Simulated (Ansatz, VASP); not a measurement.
**H4RuCl in VASP and in Ansatz**

The input INCAR:

```
SYSTEM = H4RuCl
PREC     = Accurate       ! precision mode
ENCUT    = 520            ! plane-wave cutoff, eV
EDIFF    = 1E-6           ! SCF threshold, eV
ISMEAR   = 0              ! smearing method
SIGMA    = 0.1            ! smearing width, eV
LREAL    = .FALSE.        ! projectors in reciprocal space
LASPH    = .TRUE.         ! aspherical terms in the spheres
NELM     = 150            ! most SCF steps
ALGO     = Normal         ! electronic algorithm
ISIF     = 2              ! what is computed and relaxed
LWAVE    = .FALSE.        ! write WAVECAR
LCHARG   = .FALSE.        ! write CHGCAR
ISPIN    = 2              ! spin polarisation
MAGMOM   = 0 0 0 0 1 0    ! initial moments
LORBIT   = 11             ! projections on sites
LMAXMIX  = 4              ! l up to which the mixer works
GGA      = PE             ! functional
NBANDS   = 26             ! bands
```

File KPOINTS:

```
Automatic mesh
0
G
  4 4 4
  0 0 0
```

File POSCAR:

```
H4RuCl
1.0
    3.8366492900      0.0000000000      0.0000000000
    0.0000000000      3.8366492900      0.0000000000
    0.0000000000      0.0000000000      5.4375031100
H Ru Cl
4 1 1
Direct
    0.5000000000      0.0000000000      0.7565800000
    0.0000000000      0.5000000000      0.2434200000
    0.5000000000      0.0000000000      0.2434200000
    0.0000000000      0.5000000000      0.7565800000
    0.5000000000      0.5000000000      0.5000000000
    0.0000000000      0.0000000000      0.0000000000
```

Input for Ansatz:

```yaml
crystal:
  lattice:
    - [3.83664929, 0.0, 0.0]
    - [0.0, 3.83664929, 0.0]
    - [0.0, 0.0, 5.43750311]
  atoms:
    - { symbol: H, position: [0.5, 0.0, 0.75658] }
    - { symbol: H, position: [0.0, 0.5, 0.24342] }
    - { symbol: H, position: [0.5, 0.0, 0.24342] }
    - { symbol: H, position: [0.0, 0.5, 0.75658] }
    - { symbol: Ru, position: [0.5, 0.5, 0.5], spin: 1.0 }
    - { symbol: Cl, position: [0.0, 0.0, 0.0] }
basis:
  ecutwfc: 420
kpoints:
  mp_grid: { grid: [4, 4, 4] }
hamiltonian:
  xc: pbe
scf:
  occupations: { method: gaussian, width: 0.1 }
  lower_state_search: "off"
output:
  forces: true
  stress: true
  eigenvalues: true
  populations: true
magnetization:
  spin_polarized: true
```

Change from the starting cell: species swapped into the Na4SeS type (P4/mmm, No. 123).

Alike in both runs: task single point; functional PBE; k mesh 4 × 4 × 4; occupations gaussian, width 0.1 eV; collinear spin.

|  | VASP | Ansatz |
| --- | --- | --- |
| version | VASP 6.6.1 | Ansatz 0.2.0 |
| potentials or method | VASP PAW PBE potentials, release 64 (H, Ru_pv, Cl) | scalar-relativistic, plane waves, PAW |
| plane-wave cutoff (eV) | 520 | 420 |
| valence electrons in the cell | 25 | 27 |

VASP gave:

```
gap on the k mesh at the Fermi level (eV)                     : none
pressure (GPa)                                                : -16.0
largest component of the traceless stress (GPa)               : 2.12
rms of the force components (eV/Å)                            : 0.679
net moment per atom (μB)                                      : 0.29
size of the moment on the site where the two differ most (μB) : 1.94
```

What did Ansatz give for the same quantities?

gap on the k mesh at the Fermi level (eV): none; pressure (GPa): -15.9; largest component of the traceless stress (GPa): 2.12; rms of the force components (eV/Å): 0.679; net moment per atom (μB): 0.29; size of the moment on the site where the two differ most (μB): 1.68.

Site moments also hang on the region over which each program counts them. Atom by atom the forces differ by 0.000 eV/Å (rms over components). A gap of «none» marks a metal or a gap that the smearing closes. With one functional, cell and mesh, what is left measures potentials, basis and numerics. The two sets of potentials don't hold the same shells in valence.

Caveats: the k mesh is coarse (spacing up to 0.41 Å⁻¹), so the values aren't converged; so large a pressure means that the cell lies far from this level's equilibrium, or that cutoff or potentials fall short (VASP); forces of over 1 eV/Å show positions far from the minimum, so gaps and moduli don't describe the material at rest.
